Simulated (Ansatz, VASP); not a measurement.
## One calculation of MgCd2Se3, two programs

```xyz
6
Lattice="4.1330 0.0000 0.0000 -2.0665 3.5793 0.0000 0.0000 0.0000 10.1238" Properties=species:S:1:pos:R:3 pbc="T T T"
Mg    0.0000    0.0000    0.0000
Cd    0.0000    2.3862    6.7492
Cd    2.0665    1.1931    3.3746
Se    0.0000    0.0000    5.0619
Se    0.0000    2.3862    1.6873
Se    2.0665    1.1931    8.4365
```

Alike in both runs: task single point; functional PBE; k mesh 6 × 6 × 2; occupations gaussian, width 0.1 eV; no spin polarisation.

```csv
,VASP,Ansatz
version,VASP 6.6.1,Ansatz 0.2.0
potentials or method,"VASP PAW PBE potentials, release 64 (Mg, Cd, Se)","scalar-relativistic, plane waves, PAW"
plane-wave cutoff (eV),520,420
valence electrons in the cell,44,98
```

Ansatz gave:

- gap on the k mesh at the Fermi level (eV): 0.18
- least direct gap on the mesh (eV): 0.42
- pressure (GPa): -4.4
- largest component of the traceless stress (GPa): 0.07
- rms of the force components (eV/Å): 0.114

Question: What did VASP give for the same quantities?

Answer: gap on the k mesh at the Fermi level (eV): 0.17; least direct gap on the mesh (eV): 0.41; pressure (GPa): -4.3; largest component of the traceless stress (GPa): 0.07; rms of the force components (eV/Å): 0.124.

Atom by atom the forces differ by 0.010 eV/Å (rms over components). With one functional, cell and mesh, what is left measures potentials, basis and numerics. The two sets of potentials don't hold the same shells in valence.
